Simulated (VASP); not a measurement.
# BeSi2Os2 (P1) in VASP: single point with r2SCAN

Aim: the single point of BeSi2Os2 with r2SCAN.

Program: VASP 6.6.1. These are calculated values, not measurements. Logs are shortened: lines on timing, memory, paths and dates and some standing lists are left out, and cuts for length are marked.

### Step 1. Starting point

The typed cell holds 5 atoms: a = 3.718 Å, b = 3.948 Å, c = 5.400 Å, α = 69.73°, β = 72.88°, γ = 92.06°.

The cell was built by a generator and needn't be a form met in nature.

### Step 2. Single point, r2SCAN

POSCAR reads:

```
BeSi2Os2
1.0
   -0.0690940000      3.7162050000      0.0798820000
    3.9477680000     -0.0690940000      0.0157990000
    1.9204120000      1.7278670000     -4.7414530000
Os Si Be
2 2 1
Direct
    0.7789850000      0.2366770000      0.4967220000
    0.2523080000      0.7197230000      0.5091330000
    0.4176450000      0.3978700000      0.2671850000
    0.6049350000      0.5888490000      0.7551290000
    0.9934540000      0.0201950000      0.9560640000
```

INCAR.step1 reads:

```
SYSTEM = BeSi2Os2
PREC = Accurate
ENCUT = 520
ISMEAR = -5
SIGMA = 0.1
LREAL = .FALSE.
LASPH = .TRUE.
NELM = 100
LMAXMIX = 4
GGA = PE
ALGO = Normal
EDIFF = 1E-4
LWAVE = .TRUE.
LCHARG = .FALSE.
```

INCAR.step2 reads:

```
SYSTEM = BeSi2Os2
PREC = Accurate
ENCUT = 520
EDIFF = 1E-7
ISMEAR = -5
SIGMA = 0.1
LREAL = .FALSE.
LASPH = .TRUE.
NELM = 100
ALGO = Normal
ISIF = 2
LWAVE = .FALSE.
LCHARG = .FALSE.
LMAXMIX = 4
METAGGA = R2SCAN
LMIXTAU = .TRUE.
LORBIT = 10
ISTART = 1
```

KPOINTS reads:

```
Automatic mesh
0
G
  5 5 4
  0 0 0
```

Potentials or basis: VASP PAW PBE potentials, release 64 (Os, Si, Be).

Launch:

```
$ cat potpaw_PBE.64/Os/POTCAR potpaw_PBE.64/Si/POTCAR potpaw_PBE.64/Be/POTCAR > POTCAR
$ cp INCAR.step1 INCAR
$ mpirun -np 1 vasp_std > vasp.out
$ cp INCAR.step2 INCAR
$ mpirun -np 1 vasp_std > vasp.out
```

OUTCAR:

```text
SYSTEM = BeSi2Os2
   PREC = Accurate
   ENCUT = 520
   EDIFF = 1E-7
   ISMEAR = -5
   LREAL = .FALSE.
   LASPH = .TRUE.
   NELM = 100
   ISIF = 2
   METAGGA = R2SCAN
   LORBIT = 10
   ISTART = 1

 ion  position               nearest neighbor table
   1  0.779  0.237  0.497-   3 2.06   4 2.28   3 2.28   4 2.41   2 2.58   5 2.69   2 2.74   2 2.75
                             2 2.78
   2  0.252  0.720  0.509-   4 2.09   3 2.11   4 2.32   3 2.50   1 2.58   1 2.74   1 2.75   1 2.78
                             5 2.86
   3  0.418  0.398  0.267-   1 2.06   2 2.11   1 2.28   4 2.47   2 2.50
   4  0.605  0.589  0.755-   2 2.09   1 2.28   2 2.32   1 2.41   3 2.47
   5  0.993  0.020  0.956-   1 2.69   2 2.86

  LATTYP: Found a triclinic cell.
 ALAT       =     3.9484042056
 B/A-ratio  =     1.3486237745
 C/A-ratio  =     1.4136941724
 COS(alpha) =     0.0001226550
 COS(beta)  =     0.3591448906
 COS(gamma) =     0.7163706060

  Lattice vectors:

 A1 = (  -3.9477680000,   0.0690940000,  -0.0157990000)
 A2 = (  -3.8786740000,  -3.6471110000,  -0.0956810000)
 A3 = (  -1.9895060000,   1.9883380000,   4.8213350000)

Analysis of symmetry for initial positions (statically):
=====================================================================
 Subroutine PRICEL returns:
 Original cell was already a primitive cell.

 Routine SETGRP: Setting up the symmetry group for a
 triclinic supercell.

 Subroutine GETGRP returns: Found  1 space group operations
 (whereof  1 operations were pure point group operations)
 out of a pool of  2 trial point group operations.

The static configuration has the point symmetry C_1 .

Analysis of symmetry for dynamics (positions and initial velocities):
=====================================================================
 Subroutine PRICEL returns:
 Original cell was already a primitive cell.

 Routine SETGRP: Setting up the symmetry group for a
 triclinic supercell.

 Subroutine GETGRP returns: Found  1 space group operations
 (whereof  1 operations were pure point group operations)
 out of a pool of  2 trial point group operations.

The dynamic configuration has the point symmetry C_1 .

 Subroutine INISYM returns: Found  1 space group operations
 (whereof  1 operations are pure point group operations),
 and found     1 'primitive' translations

----------------------------------------------------------------------------------------

                                     Primitive cell

  volume of cell :      70.2080
[... 112 lines left out ...]
   ISMEAR =    -5;   SIGMA  =   0.10  broadening in eV -4-tet -1-fermi 0-gaus
   EFERMI_NEDOS =   21; number of points for ismear=-14 and -15
   IALGO  =     38    algorithm
   IMIX   =      4    mixing-type and parameters
     AMIX     =   0.40;   BMIX     =  1.00
     AMIX_MAG =   1.60;   BMIX_MAG =  1.00
  volume/ion in A,a.u.               =      14.04        94.76
  Fermi-wavevector in a.u.,A,eV,Ry     =   1.175629  2.221617 18.804671  1.382104
  Thomas-Fermi vector in A             =   2.312007
   LORBIT       =     10    0 simple, 1 ext, 2 COOP (PROOUT), +10 PAW based schemes
   METAGGA = R2SCAN    functional components
   LHFCALC =     F    Hartree Fock is set to
   AEXX    =    0.0000 exact exchange contribution
   IVDW    =     0    specifies the selected vdW correction
   LEPSILON=     F    determine dielectric tensor
   LRPA    =     F    only Hartree local field effects (RPA)
 non-spin polarized calculation
 Fermi weights with tetrahedron method with Bloechl corrections
  energy-cutoff  :      520.00
  volume of cell :       70.21
 maximum number of plane-waves:      1907
   NGX = 13   NGY = 15   NGZ = 21

 number of electron      26.0000000 magnetization

 Free energy of the ion-electron system (eV)
  ---------------------------------------------------
  ext. energy  EPLUGINS =         0.00000000
  ---------------------------------------------------
  free energy    TOTEN  =      -123.98521378 eV

  energy without entropy =     -123.98521378  energy(sigma->0) =     -123.98521378

 E-fermi :   8.1459     XC(G=0): -12.4897

 val. band max:        8.3519576949   @ k =   0.0000   0.0000   0.5000
 cond. band min:       8.0024605555   @ k =   0.4000   0.2000   0.2500
 fundamental gap:     -0.3494971394
 Fermi energy:         8.1459212244

 k-point     1 :       0.0000    0.0000    0.0000
  band No.  band energies     occupation
      1      -4.8366      2.00000
      2      -1.2902      2.00000
      3       0.5380      2.00000
      4       2.0283      2.00000
      5       2.0984      2.00000
      6       2.4744      2.00000
[... 457 lines left out ...]
      4       1.9790      2.00000
      5       3.0021      2.00000
      6       3.3279      2.00000
[... 9 lines left out ...]
     16      11.4378      0.00000
     17      12.3874      0.00000

 [... further k-points ...]

------------------------ aborting loop because EDIFF is reached ----------------------------------------

  FORCE on cell =-STRESS in cart. coord.  units (eV):
  Direction    XX          YY          ZZ          XY          YZ          ZX
  --------------------------------------------------------------------------------------
  -------------------------------------------------------------------------------------
  Total       16.9364755     28.3541581      5.0245851      0.7671090     -7.4580668     -4.8894283
  in kB      386.4977883    647.0543073    114.6632317     17.5057638   -170.1963506   -111.5788951
  external PRESSURE =     382.7384424 kB  Pullay stress =       0.0000000 kB

 VOLUME and BASIS-vectors are now :
 -----------------------------------------------------------------------------
  energy-cutoff  :      520.00
  volume of cell :       70.21
      direct lattice vectors                 reciprocal lattice vectors
    -0.069094000  3.716205000  0.079882000     0.004277395  0.267042171  0.099047216
     3.947768000 -0.069094000  0.015799000     0.252937508  0.002481193  0.103350470
     1.920412000  1.727867000 -4.741453000     0.000914877  0.004507281 -0.208892733

 POSITION                                       TOTAL-FORCE (eV/Angst)
 -----------------------------------------------------------------------------------
      1.83443      3.73678     -2.28922        -2.706260      3.360120     -3.046373
      3.80161      1.76761     -2.38250         5.193223     -2.900587      0.396516
      2.05495      1.98622     -1.22720        -3.846934     -3.876903      7.194810
      3.73300      3.51214     -3.52278         1.158068      3.568346     -4.911148
      1.84712      5.34243     -4.45345         0.201904     -0.150976      0.366195
 -----------------------------------------------------------------------------------
    total drift:                                0.000060     -0.000042     -0.000191

  FREE ENERGIE OF THE ION-ELECTRON SYSTEM (eV)
  ---------------------------------------------------
  free  energy   TOTEN  =      -123.9852137756 eV

  energy  without entropy=     -123.9852137756  energy(sigma->0) =     -123.98521378

 total charge

# of ion       s       p       d       tot
------------------------------------------
    1        0.707   0.775   6.630   8.112
    2        0.713   0.776   6.660   8.149
    3        0.790   1.095   0.000   1.885
    4        0.767   1.051   0.000   1.819
    5        0.293   0.321   0.000   0.614
--------------------------------------------------
tot          3.271   4.018  13.290  20.579
```

OSZICAR.step1:

```text
N       E                     dE             d eps       ncg     rms          rms(c)
DAV:   1     0.141074913574E+03    0.14107E+03   -0.11647E+04  1734   0.138E+03
DAV:   2    -0.188593188572E+02   -0.15993E+03   -0.15506E+03  1823   0.379E+02
DAV:   3    -0.346741826180E+02   -0.15815E+02   -0.15491E+02  2462   0.860E+01
DAV:   4    -0.350195797539E+02   -0.34540E+00   -0.34544E+00  2058   0.152E+01
DAV:   5    -0.350264322534E+02   -0.68525E-02   -0.67996E-02  2439   0.197E+00    0.304E+01
DAV:   6    -0.333576938437E+02    0.16687E+01   -0.30930E+00  2058   0.102E+01    0.152E+01
DAV:   7    -0.330468658221E+02    0.31083E+00   -0.14644E+00  2321   0.687E+00    0.309E+00
DAV:   8    -0.330236080546E+02    0.23258E-01   -0.19527E-01  2216   0.364E+00    0.932E-01
DAV:   9    -0.330143366114E+02    0.92714E-02   -0.40687E-02  2274   0.163E+00    0.380E-01
DAV:  10    -0.330145334260E+02   -0.19681E-03   -0.68774E-03  2318   0.794E-01    0.244E-01
DAV:  11    -0.330142129114E+02    0.32051E-03   -0.57159E-04  1784   0.223E-01    0.105E-01
DAV:  12    -0.330140831896E+02    0.12972E-03   -0.14555E-04  1006   0.992E-02    0.508E-02
DAV:  13    -0.330140871730E+02   -0.39834E-05   -0.60799E-05   940   0.116E-01
   1 F= -.33014087E+02 E0= -.33014087E+02  d E =0.000000E+00
```

It took 3.3 min on 1 thread of AMD EPYC 7R13 (Zen 3), shared host; peak memory 0.2 GiB.

Results:

```
Free energy                                           : -123.9852 eV
Pressure                                              : 38.3 GPa
Largest force                                         : 9.033 eV/Å
Band gap on the k mesh                                : none (metal or under the smearing width)
Valence electrons inside the program's atomic spheres : Os 8.11, 8.15; Si 1.89, 1.82; Be 0.61
```

Forces in eV/Å, atoms in the order of the input:
```
Os  -2.706  3.360 -3.046
Os   5.193 -2.901  0.397
Si  -3.847 -3.877  7.195
Si   1.158  3.568 -4.911
Be   0.202 -0.151  0.366
```

Caveat: a pressure of tens of GPa on the cell as given is suspect, and the run, the potentials or the cell itself is likely at fault; the PAW data sets were made with another functional, which shifts forces and pressure a little; tetrahedron occupations give inexact forces and stress in metals. The run has no spin-orbit coupling, so splittings on Os are missing.
